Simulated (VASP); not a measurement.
Given:

```
CELL_PARAMETERS angstrom
      0.00000     3.35287     3.35287
      3.35287     0.00000     3.35287
      3.35287     3.35287     0.00000
ATOMIC_POSITIONS crystal
  K  0.00000 0.00000 0.00000
  Br 0.50000 0.50000 0.50000
```

The numbers are results of PBE GGA, VASP's PBE PAW potentials (set 64) (plane waves; VASP 6.6.1), not measurements. Settings: 400 eV cut-off, Gaussian smearing of 0.050 eV, potentials K_sv Br.

Q: Give the energies of bands 6 to 11 at the high-symmetry points, in eV from the valence-band maximum.

A: 
```tsv
band	Γ	X	U	L	W
6	0.00	-0.76	-0.65	-1.09	-0.55
7	0.00	-0.27	-0.59	-0.30	-0.55
8	0.00	-0.27	-0.30	-0.30	-0.49
9	4.31	5.91	6.58	6.49	7.33
10	7.59	7.02	7.94	8.05	7.33
11	7.59	9.25	8.32	9.63	8.07
```

The gap is direct, 4.31 eV, from the valence maximum at Γ to the conduction minimum at Γ.

The structure was generated: KBr was put into the rock salt type (Fm-3m), which need not be its known phase. It was relaxed first, which changed the volume by -11 %.
